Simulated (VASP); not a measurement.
Energy against volume of Ni (fcc). These are TPSS meta-GGA, VASP's PBE PAW potentials (set 64) (plane waves; VASP) values and carry that method's errors. Settings: 520 eV cut-off, 18×18×18 Γ-centred mesh, first-order Methfessel-Paxton smearing of 0.10 eV, potentials Ni.

```tsv
V (Å³/atom)	E (eV/atom)
9.855	-13.27477
10.170	-13.29811
10.484	-13.30571
10.799	-13.30010
```

Fit these four points and predict the energy of the run at 11.113 Å³/atom.

A cubic in V^(−2/3), the third-order Birch-Murnaghan form, passes through the four points with V0 = 10.50 Å³/atom and B0 = 222 GPa, and gives -13.2834 eV/atom there. The run gave -13.2834 eV/atom, -0.1 meV/atom from the fit; all five points give B0 = 222 GPa.

The compound is Ni in the fcc structure. It was relaxed first.
